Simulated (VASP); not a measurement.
The input files of a VASP run:

KPOINTS:
```
Automatic mesh
0
Gamma
4 4 4
0 0 0
```

**POSCAR**
```
CsSnI3
1
    6.1569952078     0.0000000000     0.0000000000
    0.0000000000     6.1569952078     0.0000000000
    0.0000000000     0.0000000000     6.1569952078
Cs Sn I
1 1 3
Direct
  0.0000000000   0.0000000000   0.0000000000
  0.5000000000   0.5000000000   0.5000000000
  0.5000000000   0.0000000000   0.5000000000
  0.0000000000   0.5000000000   0.5000000000
  0.5000000000   0.5000000000   0.0000000000
```

### INCAR
```
LORBIT=11   ! lm-projected
NEDOS=601
LMAXMIX=4
LEFG=.TRUE.
LREAL=.FALSE.   ! projection in real space or not
ISIF=2
LCHARG=.TRUE.
GGA=PS   ! PBEsol
ALGO=Normal
ENCUT=400
EDIFF=1E-7
NELM=100
LWAVE=.FALSE.
LASPH=.TRUE.   ! aspherical one-centre terms
ISMEAR=-5   ! tetrahedra, Bloechl
SYSTEM=CsSnI3
PREC=Accurate
```

POTCAR, in this order: Cs_sv Sn_d I (PBE.64 set). Program: vasp_std.

### Question
Write an equivalent input for Ansatz.

### Answer
One equivalent input (not run):
Ansatz 0.2 input:
```yaml
crystal:
  lattice:
    - [6.1569952, 0.0000000, 0.0000000]
    - [0.0000000, 6.1569952, 0.0000000]
    - [0.0000000, 0.0000000, 6.1569952]
  atoms:
    - { symbol: Cs, position: [0.0000000, 0.0000000, 0.0000000] }
    - { symbol: Sn, position: [0.5000000, 0.5000000, 0.5000000] }
    - { symbol: I, position: [0.5000000, 0.0000000, 0.5000000] }
    - { symbol: I, position: [0.0000000, 0.5000000, 0.5000000] }
    - { symbol: I, position: [0.5000000, 0.5000000, 0.0000000] }
kpoints:
  mp_grid: { grid: [4, 4, 4] }
hamiltonian:
  xc: pbesol
  pseudopotentials: { kind: paw }
scf:
  occupations: { method: tetrahedron }
  max_iter: 100
output: { forces: true, stress: true, eigenvalues: true }
```
What does not carry over: each code has its own PAW files, so the cut-off isn't converted (ENCUT is set for VASP's; basis.ecutwfc is left out, and Ansatz then takes the one that its files recommend); Ansatz stops its SCF on the density residual and VASP on the energy change (EDIFF); the field gradients of LEFG aren't asked of the other code.

The compound is CsSnI3 in the cubic perovskite structure, the ideal cubic form; the compound distorts at low or room temperature. It was relaxed first.
